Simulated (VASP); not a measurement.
# SiF (Pm-3m) in VASP: a series of runs

Runs on SiF. Level: PBE. Tasks: single point, relaxation of cell and atoms.

Program: VASP 6.6.1. These are calculated values, not measurements. Logs are shortened: lines on timing, memory, paths and dates and some standing lists are left out, and cuts for length are marked.

## 1. The cell of the first run

The structure is cubic, space group Pm-3m (No. 221). Conventional cell: a = 3.029 Å, b = 3.029 Å, c = 3.029 Å, α = 90.00°, β = 90.00°, γ = 90.00°. Si (site symmetry m-3m) has 8 F at 2.62 Å as nearest neighbours. Around F (site symmetry m-3m) lie 8 Si at 2.62 Å.

The cell was built by a generator and needn't be a form met in nature.

## 2. Single point, PBE (random cell by space group and Wyckoff sites (Pm-3m, No. 221))

Contents of INCAR:

```
PREC     = Accurate       # precision mode
ENCUT    = 520            # plane-wave cutoff, eV
EDIFF    = 1E-7           # SCF threshold, eV
ISMEAR   = 0              # smearing method
SIGMA    = 0.1            # smearing width, eV
LREAL    = F              # projectors in reciprocal space
LASPH    = T              # aspherical terms in the spheres
NELM     = 80             # most SCF steps
ALGO     = Fast           # electronic algorithm
ISIF     = 2              # what is computed and relaxed
LWAVE    = F              # write WAVECAR
LCHARG   = F              # write CHGCAR
GGA      = PE             # functional
NBANDS   = 12             # bands
```

Contents of KPOINTS:

```
Automatic mesh
0
Gamma
  18 18 18
```

Contents of POSCAR:

```
SiF
1.0
    3.0286010172      0.0000000000      0.0000000000
    0.0000000000      3.0286010172      0.0000000000
    0.0000000000      0.0000000000      3.0286010172
Si F
1 1
Direct
    0.5000000000      0.5000000000      0.5000000000
    0.0000000000      0.0000000000      0.0000000000
```

Potentials or basis: VASP PAW PBE potentials, release 64 (Si, F).

Command:

```console
$ cat potpaw_PBE.64/Si/POTCAR potpaw_PBE.64/F/POTCAR > POTCAR
$ mpirun -np 1 vasp_std > vasp.out
```

OUTCAR:

```text
PREC = Accurate
   ENCUT = 520
   EDIFF = 1E-7
   ISMEAR = 0
   LREAL = F
   LASPH = T
   NELM = 80
   ISIF = 2
   GGA = PE

 ion  position               nearest neighbor table
   1  0.500  0.500  0.500-
   2  0.000  0.000  0.000-

  LATTYP: Found a simple cubic cell.
 ALAT       =     3.0286010172

  Lattice vectors:

 A1 = (   3.0286010172,   0.0000000000,   0.0000000000)
 A2 = (   0.0000000000,   3.0286010172,   0.0000000000)
 A3 = (   0.0000000000,   0.0000000000,   3.0286010172)

Analysis of symmetry for initial positions (statically):
=====================================================================
 Subroutine PRICEL returns:
 Original cell was already a primitive cell.

 Routine SETGRP: Setting up the symmetry group for a
 simple cubic supercell.

 Subroutine GETGRP returns: Found 48 space group operations
 (whereof 48 operations were pure point group operations)
 out of a pool of 48 trial point group operations.

The static configuration has the point symmetry O_h .

Analysis of symmetry for dynamics (positions and initial velocities):
=====================================================================
 Subroutine PRICEL returns:
 Original cell was already a primitive cell.

 Routine SETGRP: Setting up the symmetry group for a
 simple cubic supercell.

 Subroutine GETGRP returns: Found 48 space group operations
 (whereof 48 operations were pure point group operations)
 out of a pool of 48 trial point group operations.

The dynamic configuration has the point symmetry O_h .

 Subroutine INISYM returns: Found 48 space group operations
 (whereof 48 operations are pure point group operations),
 and found     1 'primitive' translations

----------------------------------------------------------------------------------------

                                     Primitive cell

  volume of cell :      27.7796

  direct lattice vectors                    reciprocal lattice vectors
     3.028601017  0.000000000  0.000000000     0.330185453  0.000000000  0.000000000
     0.000000000  3.028601017  0.000000000     0.000000000  0.330185453  0.000000000
[... 90 lines left out ...]
   NFREE  =      0    steps in history (QN), initial steepest desc. (CG)
   ISIF   =      2    stress and relaxation
   ISYM   =      2    0-nonsym 1-usesym 2-fastsym
   POTIM  = 0.5000    time-step for ionic-motion
   TEBEG  =    0.0;   TEEND  =   0.0 temperature during run
   PSTRESS=    0.0 pullay stress
   NELECT =      11.0000    total number of electrons
   NUPDOWN=      -1.0000    fix difference up-down
   EMIN   =  10.00;   EMAX   =-10.00  energy-range for DOS
   EFERMI =   0.00;   METHOD = LEGACY
   ISMEAR =     0;   SIGMA  =   0.10  broadening in eV -4-tet -1-fermi 0-gaus
   EFERMI_NEDOS =   21; number of points for ismear=-14 and -15
   IALGO  =     68    algorithm
   IMIX   =      4    mixing-type and parameters
     AMIX     =   0.40;   BMIX     =  1.00
     AMIX_MAG =   1.60;   BMIX_MAG =  1.00
  volume/ion in A,a.u.               =      13.89        93.73
  Fermi-wavevector in a.u.,A,eV,Ry     =   1.202164  2.271760 19.663111  1.445198
  Thomas-Fermi vector in A             =   2.337953
   LORBIT       =      0    0 simple, 1 ext, 2 COOP (PROOUT), +10 PAW based schemes
   GGA     = PE    functional components
   LHFCALC =     F    Hartree Fock is set to
   AEXX    =    0.0000 exact exchange contribution
   IVDW    =     0    specifies the selected vdW correction
   LEPSILON=     F    determine dielectric tensor
   LRPA    =     F    only Hartree local field effects (RPA)
 non-spin polarized calculation
 RMM-DIIS sequential band-by-band and
 Gauss-broadening in eV      SIGMA  =   0.10
  energy-cutoff  :      520.00
  volume of cell :       27.78
 maximum number of plane-waves:       768
 NGX is ok and might be reduce to    24
   NGX = 11   NGY = 11   NGZ = 11

 number of electron      11.0000013 magnetization

 Free energy of the ion-electron system (eV)
  ---------------------------------------------------
  ext. energy  EPLUGINS =         0.00000000
  ---------------------------------------------------
  free energy    TOTEN  =        -7.79330955 eV

  energy without entropy =       -7.78421886  energy(sigma->0) =       -7.78876420

 E-fermi :   5.7932     XC(G=0): -10.3049

 val. band max:        5.7843526493   @ k =   0.4444   0.4444   0.2778
 cond. band min:       5.7959440797   @ k =   0.5000   0.3333   0.2222
 fundamental gap:      0.0115914304
 Fermi energy:         5.7931665042

 k-point     1 :       0.0000    0.0000    0.0000
  band No.  band energies     occupation
      1     -18.3067      2.00000
      2      -3.1825      2.00000
      3       0.5972      2.00000
      4       0.5972      2.00000
      5       0.5972      2.00000
      6      10.9393      0.00000
      7      10.9393      0.00000
      8      10.9393      0.00000
      9      11.6193      0.00000
     10      11.6193      0.00000
     11      21.8180      0.00000
     12      22.7339      0.00000
[... 331 lines left out ...]
 k-point    24 :       0.3333    0.1111    0.0000
  band No.  band energies     occupation
      1     -18.1106      2.00000
      2      -3.6352      2.00000
      3       0.3053      2.00000
      4       0.8697      2.00000
      5       2.0109      2.00000
      6       5.5183      1.99990
      7       9.4948      0.00000
      8      10.9438      0.00000
      9      14.1481      0.00000
     10      17.9523      0.00000
     11      18.4501      0.00000
     12      19.5751      0.00000

 [... further k-points ...]

------------------------ aborting loop because EDIFF is reached ----------------------------------------

  FORCE on cell =-STRESS in cart. coord.  units (eV):
  Direction    XX          YY          ZZ          XY          YZ          ZX
  --------------------------------------------------------------------------------------
  -------------------------------------------------------------------------------------
  Total       -0.0301958     -0.0301958     -0.0301958      0.0000000      0.0000000      0.0000000
  in kB       -1.7415287     -1.7415287     -1.7415287      0.0000000      0.0000000      0.0000000
  external PRESSURE =      -1.7415287 kB  Pullay stress =       0.0000000 kB

 VOLUME and BASIS-vectors are now :
 -----------------------------------------------------------------------------
  energy-cutoff  :      520.00
  volume of cell :       27.78
      direct lattice vectors                 reciprocal lattice vectors
     3.028601017  0.000000000  0.000000000     0.330185453  0.000000000  0.000000000
     0.000000000  3.028601017  0.000000000     0.000000000  0.330185453  0.000000000
     0.000000000  0.000000000  3.028601017     0.000000000  0.000000000  0.330185453

 POSITION                                       TOTAL-FORCE (eV/Angst)
 -----------------------------------------------------------------------------------
      1.51430      1.51430      1.51430         0.000000      0.000000      0.000000
      0.00000      0.00000      0.00000         0.000000      0.000000      0.000000
 -----------------------------------------------------------------------------------
    total drift:                               -0.000000      0.000000      0.000000

  FREE ENERGIE OF THE ION-ELECTRON SYSTEM (eV)
  ---------------------------------------------------
  free  energy   TOTEN  =        -7.7933095484 eV

  energy  without entropy=       -7.7842188564  energy(sigma->0) =       -7.78876420
```

OSZICAR:

```text
N       E                     dE             d eps       ncg     rms          rms(c)
DAV:   1     0.237772823993E+02    0.23777E+02   -0.48036E+03  5320   0.762E+02
DAV:   2    -0.767743349551E+01   -0.31455E+02   -0.29818E+02  6620   0.143E+02
DAV:   3    -0.859454664809E+01   -0.91711E+00   -0.91141E+00  6372   0.213E+01
DAV:   4    -0.859723627046E+01   -0.26896E-02   -0.26894E-02  5896   0.145E+00
DAV:   5    -0.859724866924E+01   -0.12399E-04   -0.12398E-04  6300   0.990E-02    0.532E+00
RMM:   6    -0.787393994103E+01    0.72331E+00   -0.20793E+00  5369   0.103E+01    0.251E+00
RMM:   7    -0.780527919776E+01    0.68661E-01   -0.15545E-01  5433   0.276E+00    0.841E-01
RMM:   8    -0.779468250595E+01    0.10597E-01   -0.61869E-02  5447   0.227E+00    0.275E-01
RMM:   9    -0.779323257569E+01    0.14499E-02   -0.33574E-03  5716   0.471E-01    0.761E-02
RMM:  10    -0.779346777261E+01   -0.23520E-03   -0.13133E-03  6061   0.290E-01    0.107E-01
RMM:  11    -0.779330847535E+01    0.15930E-03   -0.37574E-04  5981   0.151E-01    0.558E-03
RMM:  12    -0.779331045064E+01   -0.19753E-05   -0.22228E-05  6213   0.492E-02    0.789E-03
RMM:  13    -0.779330968932E+01    0.76133E-06   -0.10593E-06  6204   0.979E-03    0.379E-03
RMM:  14    -0.779330953638E+01    0.15294E-06   -0.30191E-07  5479   0.491E-03    0.129E-03
RMM:  15    -0.779330954844E+01   -0.12060E-07   -0.60458E-08  4064   0.223E-03
   1 F= -.77933095E+01 E0= -.77887642E+01  d E =-.909069E-02
```

It took 39 s on 1 thread of Intel Xeon Platinum 8488C (Sapphire Rapids), shared host; peak memory 0.18 GiB.

What came out:

| Quantity | Value |
| --- | --- |
| Free energy | -7.7933 eV |
| Pressure | -0.2 GPa |
| Band gap on the k mesh | none (metal or under the smearing width) |

Caveat: an odd number of electrons without spin polarisation forces a metal; a magnetic or distorted state may lie lower.

[end of part 1 of 2]
